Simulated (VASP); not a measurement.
Consider the following.

```xyz
1
Lattice="0.0000 1.8401 1.8401 1.8401 0.0000 1.8401 1.8401 1.8401 0.0000" Properties=species:S:1:pos:R:3 pbc="T T T"
Rh     0.0000     0.0000     0.0000
```

All values below come from LDA (Ceperley-Alder, Perdew-Zunger), VASP's LDA PAW potentials (set 64) (plane waves; VASP). Settings: 520 eV cut-off, 17×17×17 Γ-centred mesh, first-order Methfessel-Paxton smearing of 0.10 eV, potentials Rh_pv.

Task: Estimate the energy per atom (σ→0), pressure, band gap (on the k-mesh) with the smallest direct gap where there is one.

Result: 
```yaml
band gap (on the k-mesh): none (metal, semimetal or under 0.01 eV)
energy per atom (σ→0): -8.633 eV/atom
pressure: 22.92 GPa
```

The absolute energy has meaning only against runs of the same code, potentials and settings.

The compound is Rh in the fcc structure. This cell is one point of a volume scan, at 0.94 of the reference volume.
